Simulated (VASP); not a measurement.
Energy against volume of PbTe (rock salt). Method: AM05 GGA, VASP's PBE PAW potentials (set 64) (plane waves; VASP).

| V (Å³/atom) | E (eV/atom) |
|---|---|
| 31.676 | -3.81336 |
| 32.687 | -3.82777 |
| 33.698 | -3.83267 |
| 34.709 | -3.82954 |
| 35.720 | -3.81962 |

Problem. Fit a third-order Birch-Murnaghan equation of state.

Solution. 
| Property | Value |
|---|---|
| volume per atom | 33.78 Å³/atom |
| bulk modulus | 41.9 GPa |
| pressure derivative of the bulk modulus | 4.61 |
| lattice constant a | 6.465 Å |

Measured: bulk modulus 39.8 GPa at 300 K (computed value off by +5.2 %), as given by Kerstin Hummer et al., Physical Review B (2007), doi:10.1103/physrevb.75.195211; a 6.438 Å at 120 K (computed value off by +0.4 %), as given by Noda, Masumoto, Ohba, Saito, Toriumi, Iwata, Shibuya, Acta Cryst. C 43, 1443 (1987), by a structure database's card. The calculation is for a static lattice, while the measured bulk modulus, a hold thermal and zero-point effects, which are part of the difference.

The compound is PbTe in the rock salt structure. It was relaxed first.
